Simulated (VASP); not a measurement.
An input for Ansatz (written as the equivalent of a VASP run, and not itself run):

Ansatz 0.2 input:
```yaml
crystal:
  lattice:
    - [0.0000000, 3.2742000, 3.2742000]
    - [3.2742000, 0.0000000, 3.2742000]
    - [3.2742000, 3.2742000, 0.0000000]
  atoms:
    - { symbol: Mg, position: [0.0000000, 0.0000000, 0.0000000] }
    - { symbol: Te, position: [0.2500000, 0.2500000, 0.2500000] }
kpoints:
  mp_grid: { grid: [10, 10, 10] }
hamiltonian:
  xc: pbe
  pseudopotentials: { kind: paw }
scf:
  occupations: { method: gaussian, width: 0.05 }
  max_iter: 100
output: { forces: true, stress: true, eigenvalues: true }
```

Problem. Write the VASP files for the same calculation (PBE).

Solution. This is not unique; one that fits is 
File KPOINTS:
```
Automatic mesh
0
G
 10 10 10
```

POSCAR:
```
MgTe
1
    0.0000000000     3.2742000000     3.2742000000
    3.2742000000     0.0000000000     3.2742000000
    3.2742000000     3.2742000000     0.0000000000
Mg Te
1 1
Direct
  0.0000000000   0.0000000000   0.0000000000
  0.2500000000   0.2500000000   0.2500000000
```

### INCAR
```
ALGO = Normal
EDIFF = 1E-6
ENCUT = 400
GGA = PE
ISIF = 2
ISMEAR = 0
LASPH = T
LCHARG = F
LMAXMIX = 4
LREAL = F
LWAVE = F
NELM = 100
PREC = Accurate
SIGMA = 0.05
SYSTEM = MgTe
```

POTCAR, in this order: Mg Te (PBE.64 set). Program: vasp_std.

Limits of the translation: each code has its own PAW files, so the cut-off isn't converted (ENCUT is set for VASP's; basis.ecutwfc is left out, and Ansatz then takes the one that its files recommend); Ansatz stops its SCF on the density residual and VASP on the energy change (EDIFF).

The compound is MgTe in the zinc blende structure, whereas wurtzite is the usual form. The cell was not relaxed at this level. The run is one of a series of settings (KPOINTS 10×10×10 Γ-centred mesh against the base run), some of them coarse on purpose.
